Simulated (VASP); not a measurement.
Input:

```
CELL_PARAMETERS angstrom
     -1.66810     1.66810     5.27457
      1.66810    -1.66810     5.27457
      1.66810     1.66810    -5.27457
ATOMIC_POSITIONS crystal
  Mo 0.74418 0.74418 0.00000
  Mo 0.49418 0.99418 0.50000
  Si 0.17182 0.17182 0.00000
  Si 0.92182 0.42182 0.50000
```

Calculation: PBEsol GGA, VASP's PBE PAW potentials (set 64) (plane waves; VASP). Settings: 400 eV cut-off, Gaussian smearing of 0.050 eV, potentials Mo_sv Si.

**Question.** Give the energies of bands 10 to 21 at the high-symmetry points, in eV from the Fermi level.

**Answer.** 
```tsv
band	Γ	X	P	N	M	S	R
10	-7.34	-7.60	-7.60	-7.51	-9.61	-7.69	-7.60
11	-5.05	-4.03	-4.12	-5.30	-3.19	-5.56	-4.09
12	-2.92	-4.03	-4.12	-4.76	-3.19	-4.52	-4.09
13	-2.33	-3.45	-3.28	-2.75	-2.31	-2.73	-3.40
14	-1.37	-3.45	-3.28	-2.74	-2.31	-2.55	-3.40
15	-1.37	-1.47	-1.62	-1.94	-2.15	-1.82	-1.45
16	-1.35	-1.47	-1.62	-1.31	-2.15	-1.32	-1.45
17	-0.62	-0.48	-0.40	-0.75	0.36	-0.91	-0.59
18	-0.62	-0.48	-0.40	-0.40	0.36	-0.68	-0.59
19	-0.06	2.11	2.11	1.11	1.44	1.38	2.06
20	0.85	2.11	2.11	1.39	1.44	1.39	2.06
21	3.29	2.52	2.50	1.99	2.08	1.93	2.59
```

It has no gap at this level: it comes out as a metal or semimetal.

The structure was generated: SiMo was put into the NbAs type (I4_1md), which need not be its known phase. It was relaxed first, which changed the volume by -6 %.
